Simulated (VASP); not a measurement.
Here is the system:

```yaml
crystal:
  lattice:
    - [0.00000, 2.85163, 2.85163]
    - [2.85163, 0.00000, 2.85163]
    - [2.85163, 2.85163, 0.00000]
  atoms:
    - { symbol: Ag, position: [0.00000, 0.00000, 0.00000] }
    - { symbol: Br, position: [0.50000, 0.50000, 0.50000] }
```

Computed with vdW-DF-cx, VASP's PBE PAW potentials (set 64) (plane waves; VASP 6.6.1). Numerical set-up: 520 eV cut-off, 7×7×7 Γ-centred mesh, Gaussian smearing of 0.050 eV, potentials Ag Br.

**Question.** Estimate the energy per atom (σ→0).

**Answer.** 
energy per atom (σ→0): -0.173 eV/atom

Only differences to runs with the same potentials and settings are physical.

The compound is AgBr in the rock salt structure. It was relaxed first. The start is the result of an earlier pass.
